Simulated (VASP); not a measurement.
An input for Quantum ESPRESSO's pw.x (written as the equivalent of a VASP run, and not itself run):

```
&CONTROL
  calculation = 'vc-relax'
  pseudo_dir = './pseudo'
  outdir = './out'
  tprnfor = .true.
  tstress = .true.
  nstep = 60
  forc_conv_thr = 0.00039
/
&SYSTEM
  ibrav = 0
  nat = 2
  ntyp = 2
  ecutwfc = 98
  occupations = 'smearing'
  smearing = 'methfessel-paxton'
  degauss = 0.00735
  input_dft = 'vdw-df-ob86'
/
&ELECTRONS
  conv_thr = 7.3e-08
  electron_maxstep = 100
/
&IONS
/
&CELL
/
ATOMIC_SPECIES
  Al 26.982 Al.upf
  Ni 58.693 Ni.upf
CELL_PARAMETERS angstrom
     2.8900000    0.0000000    0.0000000
     0.0000000    2.8900000    0.0000000
     0.0000000    0.0000000    2.8900000
ATOMIC_POSITIONS crystal
  Al   0.5000000  0.5000000  0.5000000
  Ni   0.0000000  0.0000000  0.0000000
K_POINTS automatic
  11 11 11 0 0 0
```

Problem. Translate this input to VASP (INCAR, KPOINTS, POSCAR, choice of POTCAR).

Solution. This is not unique; one that fits is 
**POSCAR**
```
NiAl
1
    2.8900000000     0.0000000000     0.0000000000
    0.0000000000     2.8900000000     0.0000000000
    0.0000000000     0.0000000000     2.8900000000
Al Ni
1 1
Direct
  0.5000000000   0.5000000000   0.5000000000
  0.0000000000   0.0000000000   0.0000000000
```

**KPOINTS**
```
Automatic mesh
0
gamma
11 11 11
```

### INCAR
```
# general
SYSTEM   = NiAl
PREC     = Accurate
ENCUT    = 520
LREAL    = F
LASPH    = T

# electronic loop
EDIFF    = 1E-6
NELM     = 100
ALGO     = Normal
LMAXMIX  = 4

# smearing
ISMEAR   = 1
SIGMA    = 0.1

# functional
GGA      = MK
LUSE_VDW = T
AGGAC    = 0.0
PARAM1   = 0.1234
PARAM2   = 1.0

# ions
IBRION   = 2
NSW      = 60
ISIF     = 3
EDIFFG   = -0.01

# output
LWAVE    = F
LCHARG   = F
```

POTCAR, in this order: Al Ni (PBE.64 set). Program: vasp_std.

The two are equivalent in intent, not identical: the potentials are each code's own (VASP's PAW set, PseudoDojo norm-conserving files in pw.x), so ENCUT and ecutwfc are chosen apart and not converted; conv_thr bounds pw.x's estimated SCF error, while EDIFF bounds the energy change between steps; forc_conv_thr acts on force components and is met together with etot_conv_thr.

The compound is NiAl in the CsCl type structure. This run relaxes it. Symmetry was kept, so distortions that lower it aren't found.
